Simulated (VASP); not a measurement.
SnGe (relaxed from the rocksalt structure, space group Fm-3m): computed properties

These are LDA (Ceperley-Alder, Perdew-Zunger), VASP's LDA PAW potentials (set 64) (plane waves; VASP) values and carry that method's errors.

For SnGe, the space group is Fm-3m (225), the cell is a = 5.653 Å, b = 5.653 Å, c = 5.653 Å, α = 90.00°, β = 90.00°, γ = 90.00° and the volume per atom is 22.59 Å³/atom. The band gap (over mesh and band path) is none (metal, semimetal or under 0.01 eV), the band gap with spin-orbit coupling is none (metallic) and the density is 7.03 g/cm³.

```xyz
2
Lattice="0.0000 2.8267 2.8267 2.8267 0.0000 2.8267 2.8267 2.8267 0.0000" Properties=species:S:1:pos:R:3 pbc="T T T"
Ge     0.0000     0.0000     0.0000
Sn     2.8267     2.8267     2.8267
```

Unless said otherwise, spin-orbit coupling is left out, though it shifts the bands of the heavy elements here.

The structure was generated: SnGe was put into the rocksalt type (Fm-3m), which need not be its known phase. It was relaxed first, which changed the volume by -10 %. Symmetry was kept, so distortions that lower it aren't found.
